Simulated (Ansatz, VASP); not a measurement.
# TlBiSe3: VASP beside Ansatz, part 2 of 2

One calculation is typed for both programs; each brings its own data sets. How far apart do they land? The cell is generated by rule, not measured, and may not be a known phase. The cell is taken from a series of runs on this material, whose earlier steps may have relaxed, scaled, displaced or heated it; both programs get it as it stands.

VASP 6.6.1 and Ansatz 0.2.0.

So far: The structure; VASP: relaxation of cell and atoms, PBEsol.

The structure was built from a prototype and need not be the compound's stable phase.

## 3. Ansatz: relaxation of cell and atoms, PBEsol

Level of this step: Ansatz beside VASP: Kohn-Sham DFT, plane waves, PBEsol (Ansatz).

Ansatz runs on its PAW soft_1 files.

The same cell, functional, mesh and smearing now go to Ansatz, which takes its cutoff from its data sets.

The input, input.yaml:

```yaml
crystal:
  lattice:
    - [7.7924891538, 0.0, 0.0]
    - [0.0, 4.3140268121, 0.0]
    - [0.0, 0.0, 8.7088068712]
  atoms:
    - { symbol: Tl, position: [0.25, 0.0, 0.3295719069] }
    - { symbol: Tl, position: [0.75, 0.0, 0.6704280931] }
    - { symbol: Bi, position: [0.25, 0.5, 0.735558773] }
    - { symbol: Bi, position: [0.75, 0.5, 0.264441227] }
    - { symbol: Se, position: [0.5, 0.5, 0.0] }
    - { symbol: Se, position: [0.0, 0.5, 0.5] }
    - { symbol: Se, position: [0.0, 0.5, 0.0] }
    - { symbol: Se, position: [0.5, 0.5, 0.5] }
    - { symbol: Se, position: [0.25, 0.0, 0.9566064692] }
    - { symbol: Se, position: [0.75, 0.0, 0.0433935308] }
kpoints:
  mp_grid: { grid: [6, 8, 4] }
hamiltonian:
  xc: pbesol
  pseudopotentials: { kind: paw, azcp: { folder: soft_1 }, xc_functional: pbe }
scf:
  occupations: { method: methfessel_paxton, width: 0.2 }
output:
  forces: true
  stress: true
  eigenvalues: true
relax:
  adjacent_minimum: "off"
  f_tol: 0.001
  max_steps: 60
  cell: { stress_tol: 0.01 }
```

Command:

```sh
$ ansatz run input.yaml --threads 8 --pin off --max-ram 16384MiB --backend cpu --events-out ev --progress --plain --runs-dir out
```

Numbers of over 12 decimals in the logs are rounded to 6 here.

Output:

```text
Engine: ansatz 0.2.0, aarch64-unknown-linux-gnu
Pseudopotentials: kind: paw
Pseudopotential: Tl, paw, valence charge 13, recommended cutoff 420 eV (normal), soft_1/Tl.paw.azcp
Pseudopotential: Bi, paw, valence charge 15, recommended cutoff 420 eV (normal), soft_1/Bi.paw.azcp
Pseudopotential: Se, paw, valence charge 16, recommended cutoff 420 eV (normal), soft_1/Se.paw.azcp
Functional definition: PBEsol
  exchange = pbesol_x
  correlation = pbesol_c
Crystal: 10 atoms, lattice volume = 292.764 Å³
Basis set: ecut = 420 eV, 5697 PW (Γ), exchange–correlation on 108×60×120 points (8 copies of the dense FFT grid, shifted against one another)
Bands: 92, of which v1, the nominal top of the filled ones, is band 76 counted from 1 (75 counted from 0)
Symmetry: 8 space group operations
Space group: Pmma (ITA 51), of the structure as read, at distance tolerance 6.6e-5 Å
k-points: 60 of 192
Non-local potential: Tl, projectors of the file, l = 0: 2, l = 1: 2, l = 2: 2, l = 3: 1
Non-local potential: Bi, projectors of the file, l = 0: 2, l = 1: 2, l = 2: 2, l = 3: 1
Non-local potential: Se, projectors of the file, l = 0: 2, l = 1: 2, l = 2: 3, l = 3: 1
PAW form: soft (Blöchl's): semilocal exchange-correlation on the pseudo side does not see the compensation charge
PAW frozen core: Tl, regenerated for the run's functional, and the local potential with it (the file was generated under x = pbe(κ = 0.804, μ = 0.219515), c = pbe(β = 0.066725))
PAW frozen core: Bi, regenerated for the run's functional, and the local potential with it (the file was generated under x = pbe(κ = 0.804, μ = 0.219515), c = pbe(β = 0.066725))
PAW frozen core: Se, regenerated for the run's functional, and the local potential with it (the file was generated under x = pbe(κ = 0.804, μ = 0.219515), c = pbe(β = 0.066725))
PAW one-centre angular grid: Tl, 590 points (default); XC on 64 Gauss nodes
PAW one-centre angular grid: Bi, 590 points (default); XC on 64 Gauss nodes
PAW one-centre angular grid: Se, 590 points (default); XC on 64 Gauss nodes
Initial density: superposition of atomic densities (chi_scale 0.1, normalization cell, long waves kept (reshape's long-wave potential 0.55 eV rms))
Initial wavefunctions: pseudopotential atomic-orbital guess
Functional: x = pbesol(κ = 0.804, μ = 0.123457), c = pbesol(β = 0.046)
SCF iter   1: F=—  HF=-79636.905665 eV  |F-HF|=—  |Δ(HF+E_count)|=         —  Δρ=4.67e-2  dr2=4.29e1  ethr=3.10e-3  ⟨swp⟩=7.0  Hψ=21461  notcnv=0
preconditioner: auto → LDOS  [metal: Δε(μ)=0.031 eV  Ē_g=11.074 eV  σ=0.200 eV  W_gap=0.13  n_scr=74 (ndim 8)  ℏωp=18.4 eV  f_vac=0.024  D(μ)=5.47/eV (n_scr^D=38)  β→1.0]
SCF iter   2: F=—  HF=-79631.238396 eV  |F-HF|=—  |Δ(HF+E_count)|=    5.67e0  S|Δr|=    0.00e0  Δρ=2.79e-2  dr2=3.32e0  ethr=3.10e-3  ⟨swp⟩=3.7  Hψ=12198  notcnv=0  defer=350
SCF iter   3: F=—  HF=-79630.321110 eV  |F-HF|=—  |Δ(HF+E_count)|=   9.17e-1  S|Δr|=    0.00e0  Δρ=7.69e-3  dr2=3.20e-1  ethr=2.18e-3  ⟨swp⟩=3.0  Hψ=11690  notcnv=0  defer=439
SCF iter   4: F=—  HF=-79630.199701 eV  |F-HF|=—  |Δ(HF+E_count)|=   1.21e-1  S|Δr|=    0.00e0  Δρ=2.11e-3  dr2=3.48e-2  ethr=2.11e-4  ⟨swp⟩=2.0  Hψ=10855  notcnv=0  defer=438
SCF iter   5: F=—  HF=-79630.193703 eV  |F-HF|=—  |Δ(HF+E_count)|=   6.00e-3  S|Δr|=    0.00e0  Δρ=6.36e-4  dr2=2.22e-3  ethr=2.29e-5  ⟨swp⟩=2.0  Hψ=7261  notcnv=0  defer=438
SCF iter   6: F=—  HF=-79630.193212 eV  |F-HF|=—  |Δ(HF+E_count)|=   4.90e-4  S|Δr|=    0.00e0  Δρ=2.11e-4  dr2=2.26e-4  ethr=1.46e-6  ⟨swp⟩=2.0  Hψ=8451  notcnv=0  defer=438
SCF iter   7: F=—  HF=-79630.193172 eV  |F-HF|=—  |Δ(HF+E_count)|=   4.02e-5  S|Δr|=    0.00e0  Δρ=5.21e-5  dr2=1.09e-5  ethr=1.49e-7  ⟨swp⟩=2.0  Hψ=8924  notcnv=0  defer=438
SCF iter   8: F=—  HF=-79630.193238 eV  |F-HF|=—  |Δ(HF+E_count)|=   6.60e-5  S|Δr|=    0.00e0  Δρ=1.86e-5  dr2=1.86e-6  ethr=7.19e-9  ⟨swp⟩=2.0  Hψ=9120  notcnv=0  defer=436
SCF iter   9: F=—  HF=-79630.193238 eV  |F-HF|=—  |Δ(HF+E_count)|=   1.37e-7  S|Δr|=    0.00e0  Δρ=5.81e-6  dr2=1.01e-7  ethr=1.23e-9  ⟨swp⟩=2.0  Hψ=8438  notcnv=0  defer=436
SCF iter  10: F=-79630.193238 eV  HF=-79630.193238 eV  |F-HF|=4.95e-10  |Δ(HF+E_count)|=   3.93e-8  S|Δr|=    0.00e0  Δρ=1.93e-6  dr2=1.39e-8  ethr=6.58e-11  ⟨swp⟩=11.5  Hψ=25555  notcnv=0
SCF 1 converged in 10 iterations: F = -79630.193238 eV  dr2 = 1.39e-8
  greatest PAW one-centre occupation: 1.000 electrons in one spin orbital (limit 2), on the Se atom at site 9 (counted from 0), in its partial waves of l = 2
relax step   1: F+E_penalty+E_count = -79630.19323801 eV  Δ(F+E_penalty+E_count) = +0.000e0 eV  max|allowed force component| = 1.870e-2 eV/Å  Δτ_max = 0.0000 Å  P = -0.016 GPa  Ω = 292.764 Å³  (10 SCF iters, dr2 threshold 1.00e-7 eV, accepted)
Crystal: 10 atoms, lattice volume = 292.622 Å³
[...]
eigensolver tolerance schedule: the retry pair's looser diagonalisation over-reported the residual by 58844.26 of it (diagonalisation noise at an unbounded share of the residual, at the tolerance the schedule requests for it); recorded, not acted on — ethr = c·dr2/N_el stays at c = 1.0e-1
SCF iter   2: F=—  HF=-79630.193738 eV  |F-HF|=—  |Δ(HF+E_count)|=   6.38e-5  S|Δr|=    0.00e0  Δρ=5.55e-7  dr2=6.92e-10  ethr=2.07e-12  ⟨swp⟩=3.1  Hψ=12604  notcnv=0
SCF iter   3: F=—  HF=-79630.193738 eV  |F-HF|=—  |Δ(HF+E_count)|=  9.75e-10  S|Δr|=    0.00e0  Δρ=2.16e-7  dr2=1.13e-10  ethr=1.00e-12  ⟨swp⟩=2.0  Hψ=10093  notcnv=0
SCF iter   4: F=—  HF=-79630.193738 eV  |F-HF|=—  |Δ(HF+E_count)|=  8.73e-11  S|Δr|=    0.00e0  Δρ=4.89e-8  dr2=1.05e-11  ethr=1.00e-12  ⟨swp⟩=1.0  Hψ=5520  notcnv=0
SCF iter   5: F=-79630.193738 eV  HF=-79630.193738 eV  |F-HF|=0.00e0  |Δ(HF+E_count)|=  2.91e-11  S|Δr|=    0.00e0  Δρ=1.30e-8  dr2=8.48e-13  ethr=1.00e-12  ⟨swp⟩=6.5  Hψ=23025  notcnv=0
SCF 6 converged in 5 iterations: F = -79630.193738 eV  dr2 = 8.48e-13
relax step   6: F+E_penalty+E_count = -79630.19373805 eV  Δ(F+E_penalty+E_count) = +4.227e-5 eV  max|allowed force component| = 2.046e-4 eV/Å  Δτ_max = 0.0000 Å  P = -0.001 GPa  Ω = 292.159 Å³  stress off target by 2.73e-3 GPa  SCF on the basis re-selected at this cell (its energy is not comparable with the rows above)  (5 SCF iters)
basis re-selected at this cell: Δ(F+E_penalty+E_count) = +4.227e-5 eV, ΔP = +0.000 GPa vs the last step (what re-selecting the basis moved, of the pressure what is left beyond the Pulay correction that the steps carried, after the strain that the cell walked since its last selection, with what the two solves' SCF thresholds leave and, on support functions, any second-order correction that the steps lacked; it is no m [...]
SCF converged after 5 iterations
Stability not checked: this state was not tested for a lower state beside it, because cold or Methfessel-Paxton smearing, or corrected tetrahedra, fill the levels in a way that the test cannot read (fill_not_monotonic; see scf.lower_state_search)
Free energy (F): -79630.193738 eV
Harris-Foulkes:  -79630.193738 eV  (|F-HF|=0.00e0)
Internal energy: -79630.195237 eV  (E = F + TS)
E sigma→0 (E₀):  -79630.194113 eV
Entropy (-TS):   0.001499 eV (0.150 meV/atom)
Fermi energy:    8.140648 eV
Step filling:    the computed levels leave a gap of 0.0036 eV = 0.0 smearing widths at the electron count; against every level under it full and every level over it empty, smearing changes F+E_penalty+E_count by -1.540 meV and its σ→0 estimate by -1.915 meV
--- Per-component energies (eV) ---
  E_band       = -2635.407546
  E_kinetic    = 1695.710133
  E_local      = -21794.786262  (includes V_loc(G=0)·N_el)
  E_nonlocal   = -655.587890
  E_hartree    = 10686.380365
  E_xc         = -1176.879240
  E_vxc        = -1049.228909  (∫ρ·V_xc dr)
  E_paw        = -53608.661364  (= ΣΔE_a)
  E_vpaw       = -2204.273433  (= ΣTr[D̂ρ^β])
  E_aug_tail   = -0.001886  (compensation charges beyond the density's cutoff)
  E_ewald      = -14782.676057
  E_core_change = 6.306965  (= ΣΔE_core)
  E_smearing   = 0.001499  (= −TS)
  E_closure    = -0.000000  (closes the sum)
  Σ components = -79630.193738   (vs F -79630.193738, Δ=0.00e0)
--- Forces (eV/Å), atoms counted from 1 ---
  atom   1  Tl     0.00000000     0.00000000    -0.00011958
  atom   2  Tl     0.00000000     0.00000000     0.00011958
  atom   3  Bi     0.00000000     0.00000000    -0.00012091
  atom   4  Bi     0.00000000     0.00000000     0.00012091
  atom   5  Se     0.00000000    -0.00000000     0.00000000
  atom   6  Se     0.00000000     0.00000000     0.00000000
  atom   7  Se     0.00000000    -0.00000000     0.00000000
  atom   8  Se     0.00000000     0.00000000     0.00000000
  atom   9  Se     0.00000000     0.00000000     0.00020456
  atom  10  Se     0.00000000     0.00000000    -0.00020456
  max |Σ_I F_I| component: 1.26e-29 eV/Å
--- Stress (GPa, compression-positive) ---
       -0.000416       0.000000       0.000000
        0.000000      -0.000264       0.000000
        0.000000       0.000000      -0.002731
  P = ⅓ Tr σ = -0.0011 GPa (-0.011 kbar)
--- Band table (eV; the first three rows and the last of 60) ---
  k-point 0: bands = [... 72 lower, 6.7713, 6.9961, 7.2266, 7.7680, 8.2976, 8.3151, 8.6617, 9.1309, ... 12 higher]
  k-point 1: bands = [... 72 lower, 6.8773, 6.9937, 7.3687, 7.7761, 8.3804, 8.6594, 9.3450, 9.3561, ... 12 higher]
  k-point 2: bands = [... 72 lower, 6.9311, 6.9913, 7.3459, 7.7599, 8.2110, 9.2772, 9.8059, 9.9407, ... 12 higher]
  k-point 59: bands = [... 72 lower, 6.7087, 6.7087, 7.9881, 7.9881, 8.7733, 8.7733, 9.2866, 9.2866, ... 12 higher]
--- Relaxed structure (5 steps of the walk, 5 accepted, 1 SCFs on fresh bases) ---
  F+E_penalty+E_count = -79630.19373805 eV   max|allowed force component| = 2.046e-4 eV/Å   (the final SCF, on the basis selected at the relaxed cell)
  cell:  # Å, volume = 292.1592 Å³
    - [7.797426, 0.0, 0.0]
    - [0.0, 4.297980, 0.0]
    - [0.0, 0.0, 8.717740]
  atoms:
    - { symbol: Tl, position: [0.25, 0, 0.329964] }
    - { symbol: Tl, position: [0.750000, 0, 0.670036] }
    - { symbol: Bi, position: [0.25, 0.5, 0.735272] }
    - { symbol: Bi, position: [0.750000, 0.5, 0.264728] }
    - { symbol: Se, position: [0.5, 0.5, 0] }
    - { symbol: Se, position: [0, 0.5, 0.5] }
    - { symbol: Se, position: [0, 0.5, 0] }
    - { symbol: Se, position: [0.5, 0.5, 0.5] }
    - { symbol: Se, position: [0.25, 0, 0.958110] }
    - { symbol: Se, position: [0.750000, 0, 0.041890] }
```

## 4. Side by side

Known differences besides the potentials themselves: the data sets hold 152 valence electrons in Ansatz (on its PAW soft_1 files) and 92 in VASP; the cutoff is 420 eV in Ansatz and 500 eV in VASP; Ansatz makes its cores anew for this functional, VASP keeps those of its PBE data sets; Ansatz adds a Pulay correction to the stress that steers its cell, VASP none. Total energies have different zeros and are not compared.

The two programs side by side:

| quantity | Ansatz | VASP | difference |
| --- | --- | --- | --- |
| volume (Å³) | 292.16 | 292.28 | -0.04 % |
| edge a after relaxation, in the typed setting (Å) | 7.797 | 7.800 | -0.03 % |
| edge b after relaxation, in the typed setting (Å) | 4.298 | 4.296 | +0.05 % |
| edge c after relaxation, in the typed setting (Å) | 8.718 | 8.723 | -0.06 % |

## 5. Results

```
difference in edge c after relaxation, in the typed setting (relaxation of cell and atoms, PBEsol) : -0.057 %
```

In words: The difference in edge c after relaxation, in the typed setting is -0.057 % (relaxation of cell and atoms, PBEsol), within the 1.2 % picked in this series as the mark of a large difference, as far as the stopping tolerances let one tell. The data sets hold unlike numbers of valence electrons (152 in Ansatz and 92 in VASP), so part of the differences comes from the potentials. How closely two codes agree says nothing of how well the functional describes the real material.

[Lines on the potential files, build, host, timing and source positions are cut from VASP's logs without a mark.]

[Logs are printed without paths, hosts, clocks, repeated set-up lines and the standing remarks that a program may print on its own settings, such as how far it seeks lower states.]

[Hosts, paths, dates, database ids (printed as entryN), source tags and the programs' standing remarks are cut or masked in the printed files.]
